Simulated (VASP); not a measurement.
A VASP calculation is set up with these files.

**INCAR**
```
SYSTEM = Cd3HgTe4
PREC = Accurate; ENCUT = 400; LREAL = .FALSE.
LASPH = .TRUE.
EDIFF = 1E-7; NELM = 100; ALGO = Normal
LMAXMIX = 6
ISMEAR = -5
GGA = PS
ISIF = 2
LWAVE = .FALSE.; LCHARG = .TRUE.; LORBIT = 11
NEDOS = 601
```

### KPOINTS
```
Regular mesh
0
gamma
5 5 5
```

POSCAR:
```
Cd3HgTe4
1
    6.4893234660     0.0000000000     0.0000000000
    0.0000000000     6.4893234660    -0.0000000000
   -0.0000000000    -0.0000000000     6.4893234660
Hg Te Cd
1 4 3
Direct
  0.0000000000   0.0000000000   1.0000000000
  0.2506519827   0.2506519827   0.2506519827
  0.7493480173   0.7493480173   0.2506519827
  0.7493480173   0.2506519827   0.7493480173
  0.2506519827   0.7493480173   0.7493480173
  0.5000000000   0.5000000000   1.0000000000
  0.5000000000   0.0000000000   0.5000000000
  0.0000000000   0.5000000000   0.5000000000
```

POTCAR, in this order: Hg Te Cd (PBE.64 set). Program: vasp_std.

Question: Translate this PBEsol calculation to Ansatz.

Answer: One equivalent input (not run):
Ansatz 0.2 input:
```yaml
crystal:
  lattice:
    - [6.4893235, 0.0000000, 0.0000000]
    - [0.0000000, 6.4893235, 0.0000000]
    - [0.0000000, 0.0000000, 6.4893235]
  atoms:
    - { symbol: Hg, position: [0.0000000, 0.0000000, 1.0000000] }
    - { symbol: Te, position: [0.2506520, 0.2506520, 0.2506520] }
    - { symbol: Te, position: [0.7493480, 0.7493480, 0.2506520] }
    - { symbol: Te, position: [0.7493480, 0.2506520, 0.7493480] }
    - { symbol: Te, position: [0.2506520, 0.7493480, 0.7493480] }
    - { symbol: Cd, position: [0.5000000, 0.5000000, 1.0000000] }
    - { symbol: Cd, position: [0.5000000, 0.0000000, 0.5000000] }
    - { symbol: Cd, position: [0.0000000, 0.5000000, 0.5000000] }
kpoints:
  mp_grid: { grid: [5, 5, 5] }
hamiltonian:
  xc: pbesol
  pseudopotentials: { kind: paw }
scf:
  occupations: { method: tetrahedron }
  max_iter: 100
output: { forces: true, stress: true, eigenvalues: true }
```
Limits of the translation: each code has its own PAW files, so the cut-off isn't converted (ENCUT is set for VASP's; basis.ecutwfc is left out, and Ansatz then takes the one that its files recommend); Ansatz stops its SCF on the density residual and VASP on the energy change (EDIFF).

The structure was generated: Cd3HgTe4 was put into an ordered model structure (P-43m), which need not be its known phase. It was relaxed first.
